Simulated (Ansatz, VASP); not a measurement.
**InRh: VASP beside Ansatz**

```
CELL_PARAMETERS angstrom
3.16053 0.00000 0.00000
0.00000 3.16053 0.00000
0.00000 0.00000 3.16053
ATOMIC_POSITIONS crystal
In 0.50000 0.50000 0.50000
Rh 0.00000 0.00000 0.00000
```

Alike in both runs: functional LDA; k mesh 14 × 14 × 14; occupations gaussian, width 0.1 eV; no spin polarisation.

Ansatz relaxed the structure, and its values are those at the end. VASP's run is a single point on that final structure, the one shown.

|  | VASP | Ansatz |
| --- | --- | --- |
| version | VASP 6.6.1 | Ansatz 0.2.0 |
| potentials or method | VASP PAW LDA potentials, release 64 (In_d, Rh_pv) | scalar-relativistic, plane waves, PAW |
| plane-wave cutoff (eV) | 520 | 420 |
| valence electrons in the cell | 28 | 30 |

|  | VASP | Ansatz | Ansatz less VASP |
| --- | --- | --- | --- |
| gap on the k mesh at the Fermi level (eV) | none | none | - |
| pressure (GPa) | 0.7 | 0.0 | -0.67 |

A gap of «none» marks a metal or a gap that the smearing closes. The two sets of potentials don't hold the same shells in valence.
